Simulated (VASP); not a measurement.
Method: PBE GGA, VASP's PBE PAW potentials (set 64) (plane waves; VASP).

A VASP calculation is set up with these files.

File POSCAR:
```
ZrB2
17.2950
  0.1796241688   0.0000000000   0.0000000000
 -0.0898120844   0.1555591211   0.0000000000
  0.0000000000   0.0000000000   1.0000000000
Zr B
2 4
Cartesian
  0.0000000000   0.0000000000   0.4489740000
  0.0000000000   0.0000000000   0.6530790000
  0.0898121742   0.0518529885   0.3469210000
 -0.0000000898   0.1037061326   0.3469210000
  0.0898121742   0.0518529885   0.5510260000
 -0.0000000898   0.1037061326   0.5510260000
```

**KPOINTS**
```
Regular mesh
0
G
10 10 1
0 0 0
```

**INCAR**
```
SYSTEM=ZrB2
PREC=Accurate; ENCUT=400; LREAL=F
LASPH=T
EDIFF=1E-6; NELM=100; ALGO=Normal
LMAXMIX=4
ISMEAR=-1; SIGMA=0.1
GGA=PE
ISIF=2
LWAVE=F; LCHARG=F
```

POTCAR, in this order: Zr_sv B (PBE.64 set). Program: vasp_std.

The run wrote:

File OSZICAR:
```
       N       E                     dE             d eps       ncg     rms          rms(c)
DAV:   1     0.271490601510E+03    0.27149E+03   -0.16656E+04   696   0.120E+03
DAV:   2    -0.287723931512E+02   -0.30026E+03   -0.29466E+03   748   0.360E+02
DAV:   3    -0.533407735830E+02   -0.24568E+02   -0.24380E+02  1050   0.842E+01
DAV:   4    -0.548570924626E+02   -0.15163E+01   -0.15124E+01   972   0.188E+01
DAV:   5    -0.549300596754E+02   -0.72967E-01   -0.72952E-01   898   0.308E+00    0.289E+01
DAV:   6    -0.565063535325E+02   -0.15763E+01   -0.17674E+02   788   0.370E+01    0.147E+01
DAV:   7    -0.507654901930E+02    0.57409E+01   -0.15718E+02   884   0.413E+01    0.107E+01
DAV:   8    -0.466544041614E+02    0.41111E+01   -0.26887E+01   816   0.177E+01    0.634E+00
DAV:   9    -0.457640400421E+02    0.89036E+00   -0.60646E+00   828   0.946E+00    0.210E+00
DAV:  10    -0.457470138805E+02    0.17026E-01   -0.60412E-01   822   0.336E+00    0.104E+00
DAV:  11    -0.457492034918E+02   -0.21896E-02   -0.17218E-01   952   0.148E+00    0.831E-01
DAV:  12    -0.457525375989E+02   -0.33341E-02   -0.23068E-01   798   0.150E+00    0.711E-01
DAV:  13    -0.457362422061E+02    0.16295E-01   -0.71339E-02   824   0.700E-01    0.161E-01
DAV:  14    -0.457362256450E+02    0.16561E-04   -0.36980E-03   738   0.253E-01    0.108E-01
DAV:  15    -0.457359131701E+02    0.31247E-03   -0.49627E-03   902   0.234E-01    0.937E-02
DAV:  16    -0.457358258079E+02    0.87362E-04   -0.28943E-03   746   0.167E-01    0.564E-02
DAV:  17    -0.457360488244E+02   -0.22302E-03   -0.75131E-04   738   0.109E-01    0.273E-02
DAV:  18    -0.457362840755E+02   -0.23525E-03   -0.10249E-04   786   0.406E-02    0.175E-02
DAV:  19    -0.457365681517E+02   -0.28408E-03   -0.18384E-04   818   0.407E-02    0.195E-02
DAV:  20    -0.457366180729E+02   -0.49921E-04   -0.35622E-05   652   0.206E-02    0.557E-03
DAV:  21    -0.457366464541E+02   -0.28381E-04   -0.50986E-06   606   0.847E-03    0.101E-03
DAV:  22    -0.457366501068E+02   -0.36527E-05   -0.48511E-07   480   0.330E-03    0.778E-04
DAV:  23    -0.457366514541E+02   -0.13473E-05   -0.26676E-07   454   0.190E-03    0.328E-04
DAV:  24    -0.457366515896E+02   -0.13545E-06   -0.44111E-08   380   0.932E-04
   1 F= -.45736652E+02 E0= -.45663866E+02  d E =-.145572E+00
```

**OUTCAR**
```
------------------------ aborting loop because EDIFF is reached ----------------------------------------
  FORCE on cell =-STRESS in cart. coord.  units (eV):
  Direction    XX          YY          ZZ          XY          YZ          ZX
  --------------------------------------------------------------------------------------
  Total        2.1993549      2.1993557     -1.1997137      0.0000000      0.0000000      0.0000000
  in kB       24.3772072     24.3772159    -13.2973853      0.0000000      0.0000000      0.0000000
  external PRESSURE =      11.8190126 kB  Pullay stress =       0.0000000 kB
  volume of cell :      144.55
      direct lattice vectors                 reciprocal lattice vectors
     3.106600000  0.000000000  0.000000000     0.321895320  0.185846316  0.000000000
    -1.553300000  2.690395000  0.000000000     0.000000000  0.371692632  0.000000000
     0.000000000  0.000000000 17.295000000     0.000000000  0.000000000  0.057820179
 POSITION                                       TOTAL-FORCE (eV/Angst)
 -----------------------------------------------------------------------------------
      0.00000      0.00000      7.76501         0.000000     -0.000000     -0.908595
      0.00000      0.00000     11.29500         0.000000     -0.000000     -0.384818
      1.55330      0.89680      6.00000         0.000000     -0.000000      0.286357
     -0.00000      1.79360      6.00000        -0.000000      0.000000      0.286357
      1.55330      0.89680      9.52999        -0.000000     -0.000000      0.360349
     -0.00000      1.79360      9.52999         0.000000      0.000000      0.360349
 -----------------------------------------------------------------------------------
    total drift:                               -0.000000     -0.000000     -0.000237
  FREE ENERGIE OF THE ION-ELECTRON SYSTEM (eV)
  ---------------------------------------------------
  free  energy   TOTEN  =       -45.7366515896 eV

  energy  without entropy=      -45.5910797724  energy(sigma->0) =      -45.66386568
```
(Selected blocks of OUTCAR.)

At this cut-off the stress carries a Pulay error, which pulls relaxed volumes low. The cell holds a wide vacuum, so values per volume refer to the whole cell.

The cell is a sheet with vacuum, built from a generated structure.
